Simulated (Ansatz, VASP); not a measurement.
# Cross-check of V between VASP and Ansatz, part 2 of 2

One calculation is typed for both programs; each brings its own data sets and cutoff. How far apart do they land? The cell is taken from a series of VASP runs on this material, whose earlier steps may have relaxed, scaled or displaced it; both programs get it as it stands.

VASP 6.6.1 and Ansatz 0.2.0.

So far. Step 4 (Comparison): The walks stopped with 0.00 GPa left in Ansatz and 0.00 GPa in VASP; each walk ends within a tolerance, so the volume difference is uncertain by about these residues over the bulk modulus, most in soft cells.

## 5. VASP: relaxation of cell and atoms, LDA

Level of this step: LDA, spin-polarised from a ferromagnetic start (one magnetic atom a cell); plane waves and PAW (V_sv) (VASP).

The relaxed volume is the usual yardstick between codes: its relative difference is about their pressure difference at one cell divided by the bulk modulus. The cell compared in this pair holds 12.56 Å³, against 12.96 Å³ for the pair before.

The input, INCAR:

```
SYSTEM = V
PREC = Accurate
ENCUT = 520
EDIFF = 1E-07
NELM = 100
ISMEAR = 1
SIGMA = 0.15
LREAL = .FALSE.
ALGO = Normal
GGA = CA
NBANDS = 15
ISPIN = 2
MAGMOM = 2
LASPH = .TRUE.
LMAXMIX = 4
LORBIT = 11
LWAVE = .FALSE.
LCHARG = .FALSE.
KPAR = 4
IBRION = 2
NSW = 50
ISIF = 3
EDIFFG = -0.005
```

The input, POSCAR:

```
V
1.0
   -1.4641627805      1.4641627805      1.4641627805
    1.4641627805     -1.4641627805      1.4641627805
    1.4641627805      1.4641627805     -1.4641627805
V
1
Direct
    0.0000000000      0.0000000000      0.0000000000
```

The input, KPOINTS:

```
Automatic mesh
0
Gamma
22 22 22
0 0 0
```

The projector-augmented-wave data sets are V_sv (LDA family, release 64).

Launch:

```sh
mpirun -np 4 vasp_std
```

Numbers of over 12 decimals in the logs are rounded to 6 here.

The program printed:

```text
[banner, memory and clock lines left out]
running    4 mpi-ranks, on    1 nodes
[...]
LDA part: xc-table for (Slater(with rela. corr.)+CA(PZ))
 , standard interpolation
 POSCAR, INCAR and KPOINTS ok, starting setup
[...]
entering main loop
       N       E                     dE             d eps       ncg     rms          rms(c)
DAV:   1     0.916073305248E+02    0.91607E+02   -0.65755E+03 19933   0.959E+02
DAV:   2    -0.925275395316E+01   -0.10086E+03   -0.96931E+02 21101   0.286E+02
DAV:   3    -0.107114273689E+02   -0.14587E+01   -0.14568E+01 22438   0.379E+01
DAV:   4    -0.107171737967E+02   -0.57464E-02   -0.57463E-02 22970   0.251E+00
[...]
DAV:  13    -0.994892513059E+01   -0.35982E-06   -0.10599E-07 17345   0.366E-03    0.443E-03
DAV:  14    -0.994892531070E+01   -0.18011E-06   -0.23703E-08 10750   0.177E-03    0.120E-03
DAV:  15    -0.994892531555E+01   -0.48540E-08   -0.29819E-09 10386   0.633E-04
   1 F= -.99489253E+01 E0= -.99489642E+01  d E =-.994893E+01  mag=    -0.0000
[...]
DAV:   2    -0.994892707956E+01    0.12432E-03   -0.17628E-04 20114   0.236E-01    0.251E-02
DAV:   3    -0.994892531645E+01    0.17631E-05   -0.12179E-06 21451   0.111E-02    0.147E-02
DAV:   4    -0.994892454790E+01    0.76854E-06   -0.89312E-07 20723   0.894E-03    0.770E-04
DAV:   5    -0.994892455297E+01   -0.50611E-08   -0.80034E-09 11919   0.109E-03
   2 F= -.99489246E+01 E0= -.99489638E+01  d E =0.762587E-06  mag=     0.0000
 trial-energy change:    0.000001  1 .order    0.000001   -0.000004    0.000006
 step:   0.4136(harm=  0.4136)  dis= 0.00000  next Energy=    -9.948926 (dE=-0.818E-06)
[...]
N       E                     dE             d eps       ncg     rms          rms(c)
DAV:   1    -0.994896981499E+01   -0.45267E-04   -0.51933E-04 20156   0.369E-01    0.764E-02
DAV:   2    -0.994892708048E+01    0.42735E-04   -0.60850E-05 20107   0.139E-01    0.147E-02
DAV:   3    -0.994892649600E+01    0.58448E-06   -0.41850E-07 21360   0.654E-03    0.862E-03
DAV:   4    -0.994892615025E+01    0.34575E-06   -0.30807E-07 20709   0.525E-03    0.456E-04
DAV:   5    -0.994892615046E+01   -0.20555E-09   -0.27622E-09 10533   0.641E-04
   3 F= -.99489262E+01 E0= -.99489652E+01  d E =-.834904E-06  mag=    -0.0000
[...]
reached required accuracy - stopping structural energy minimisation
```

Parts of OUTCAR (step 5):

```text
  Total       -0.0001182     -0.0001182     -0.0001182      0.0000000      0.0000000      0.0000000
  in kB       -0.0150848     -0.0150848     -0.0150848      0.0000000      0.0000000      0.0000000
  external PRESSURE =      -0.0150848 kB  Pullay stress =       0.0000000 kB

 POSITION                                       TOTAL-FORCE (eV/Angst)
 -----------------------------------------------------------------------------------
      0.00000      0.00000      0.00000         0.000000     -0.000000      0.000000
 -----------------------------------------------------------------------------------
    total drift:                               -0.000000     -0.000000      0.000000

  FREE ENERGIE OF THE ION-ELECTRON SYSTEM (eV)
  ---------------------------------------------------
  free  energy   TOTEN  =        -9.9489261505 eV

  energy  without entropy=       -9.9490432876  energy(sigma->0) =       -9.94896520

 magnetization (x)
# of ion       s       p       d       tot
------------------------------------------
    1        0.000   0.000  -0.000  -0.000

[... 2 parts as in an earlier step ...]

[... 2 further parts left out ...]
[key lines of the parts left out:]
E-fermi :  10.3982
```

## 6. Ansatz: relaxation of cell and atoms, LDA

The same cell, functional (in two slightly different forms), mesh and smearing now go to Ansatz, which takes its cutoff from its data sets.

The cell is taken from a series of VASP runs on this material, whose earlier steps may have relaxed, scaled or displaced it; both programs get it as it stands.

The input, input.yaml:

```yaml
crystal:
  lattice:
    - [-1.4641627805, 1.4641627805, 1.4641627805]
    - [1.4641627805, -1.4641627805, 1.4641627805]
    - [1.4641627805, 1.4641627805, -1.4641627805]
  atoms:
    - { symbol: V, position: [0.0, 0.0, 0.0], spin: 2.0 }
hamiltonian:
  xc: lda
  pseudopotentials: { kind: paw }
magnetization:
  spin_polarized: true
kpoints:
  mp_grid: { grid: [22, 22, 22] }
scf:
  occupations: { method: methfessel_paxton, width: 0.15 }
relax:
  f_tol: 0.01
  max_steps: 60
  cell: { stress_tol: 0.05 }
output:
  forces: true
  stress: true
  write_density: true
  write_potential: true
  elf: true
  volumetric_format: npy
```

Launch:

```sh
ansatz run input.yaml --threads 4 --pin off --max-ram 9216MiB --backend cpu --events-out ev --progress --plain --runs-dir out
```

The program printed:

```text
[...]
Crystal: 1 atoms, lattice volume = 12.555 Å³
Basis set: ecut = 420 eV, 225 PW (Γ)
Bands: 12, of which v1, the nominal top of the filled ones, is band 7 counted from 1 (6 counted from 0)
Symmetry: 48 space group operations
[...]
k-points: 328 of 10648
[...]
Starting moments: Σ|m| = 2 μB on 1 of 1 site
[...]
k-point 327 ↓: bands = [... 3 lower, -19.6227, 14.2759, 14.2759, 21.7444, 21.7444, 21.7444, 28.5763, 28.5763, ... 1 higher]
--- Relaxed structure (2 steps of the walk, 2 accepted, 1 SCFs on fresh bases) ---
[...]
cell:  # Å, volume = 12.5211 Å³
    - [-1.462833, 1.462833, 1.462833]
    - [1.462833, -1.462833, 1.462833]
    - [1.462833, 1.462833, -1.462833]
  atoms:
    - { symbol: V, position: [0.0, 0.0, 0.0] }
[key lines of the parts left out:]
SCF converged after 4 iterations
Magnetization: -0.0000 μB (6.5000 up, 6.5000 down)
Free energy (F): -2860.457049 eV
Fermi energy:    17.647272 eV
P = ⅓ Tr σ = -0.0489 GPa (-0.489 kbar)
```

Run time: 7.3 s. Hardware: 4 threads of Arm Neoverse V1, shared host; peak memory 0.4 GiB.

## 7. Side by side

What differs besides the data sets and the points named for the pairs above, as far as they apply: the two LDA forms differ slightly; VASP's log shows a relativistic correction to its local exchange, Ansatz's none. Total energies have different zeros and are not compared.

Compared:

```
                                         quantity  Ansatz   VASP  difference
                                      volume (Å³)   12.52  12.55     -0.24 %
edge a after relaxation, in the typed setting (Å)   2.534  2.536     -0.08 %
```

The walks stopped with -0.05 GPa left in Ansatz and 0.00 GPa in VASP; each walk ends within a tolerance, so the volume difference is uncertain by about these residues over the bulk modulus, most in soft cells.

## 8. Outcome

```json
{"difference in volume (relaxation of cell and atoms, PBEsol)": "-0.11 %", "difference in volume (relaxation of cell and atoms, LDA)": "-0.24 %"}
```

The difference in volume is -0.24 % (relaxation of cell and atoms, LDA), within the 1.2 % picked in this series as the mark of a large difference, as far as the stopping tolerances let one tell. Such differences can come from data sets, numerical settings and the points named under the comparisons, not from the functional's error against experiment.

[Lines on the potential files, build, host, timing and source positions are cut from VASP's logs without a mark.]

[Logs are printed without paths, hosts, clocks, repeated set-up lines and the standing remarks that a program may print on its own settings, such as how far it seeks lower states.]

[Hosts, paths, dates, database ids (printed as entryN), source tags and the programs' standing remarks are cut or masked in the printed files.]
